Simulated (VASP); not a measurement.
Here is the system:

```
CELL_PARAMETERS angstrom
      0.00000     3.24000     3.24000
      3.24000     0.00000     3.24000
      3.24000     3.24000     0.00000
ATOMIC_POSITIONS crystal
  In 0.00000 0.00000 0.00000
  Sb 0.25000 0.25000 0.25000
```

All values below come from PBE GGA, VASP's PBE PAW potentials (set 64) (plane waves; VASP). Run with 400 eV cut-off, 6×6×6 Γ-centred mesh, Gaussian smearing of 0.050 eV, potentials In_d Sb.

Unless said otherwise, spin-orbit coupling is left out, though it shifts the bands of the heavy elements here.

Predict the energy per atom (σ→0), pressure, band gap (on the k-mesh) with the smallest direct gap where there is one.

| Item | Result |
|---|---|
| band gap (on the k-mesh) | none (metal, semimetal or under 0.01 eV) |
| energy per atom (σ→0) | -3.442 eV/atom |
| pressure | 3.14 GPa |

The absolute energy has meaning only against runs of the same code, potentials and settings.

The compound is InSb in the zinc blende structure. The cell was not relaxed at this level.
